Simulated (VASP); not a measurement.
Given:

```xyz
2
Lattice="1.3598 -2.3552 0.0000 1.3598 2.3552 0.0000 0.0000 0.0000 4.2870" Properties=species:S:1:pos:R:3 pbc="T T T"
Os     1.3598     0.7851     1.0718
Os     1.3598    -0.7851     3.2153
```

These are LDA (Ceperley-Alder, Perdew-Zunger), VASP's LDA PAW potentials (set 64) (plane waves; VASP) values and carry that method's errors. Numerical set-up: 520 eV cut-off, 17×17×10 Γ-centred mesh, tetrahedra with Blöchl corrections, potentials Os.

Unless said otherwise, spin-orbit coupling is left out, though it shifts the bands of the heavy elements here.

Task: What does the run give for the energy per atom (σ→0), band gap (on the k-mesh) with the smallest direct gap where there is one?

Result: 
* **band gap (on the k-mesh)**: none (metal, semimetal or under 0.01 eV)
* **energy per atom (σ→0)**: -12.653 eV/atom

The absolute energy has meaning only against runs of the same code, potentials and settings.

The compound is Os in the hcp structure. It was relaxed first.
